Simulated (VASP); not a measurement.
Here is the system:

```xyz
4
Lattice="2.1798 -3.7756 0.0000 2.1798 3.7756 0.0000 0.0000 0.0000 7.0959" Properties=species:S:1:pos:R:3 pbc="T T T"
Cd     2.1798    -1.2585     3.5479
Cd     2.1798     1.2585     7.0959
Se     2.1798    -1.2585     6.2161
Se     2.1798     1.2585     2.6681
```

Method: revTPSS meta-GGA, VASP's PBE PAW potentials (set 64) (plane waves; VASP). Run with 520 eV cut-off, 5×5×3 Γ-centred mesh, Gaussian smearing of 0.050 eV, potentials Cd Se.

**Question.** Estimate the energy per atom (σ→0).

**Answer.** 
```yaml
energy per atom (σ→0): 9.306 eV/atom
```

Only differences to runs with the same potentials and settings are physical.

The compound is CdSe in the wurtzite structure. It was relaxed first. The start is the result of an earlier pass.
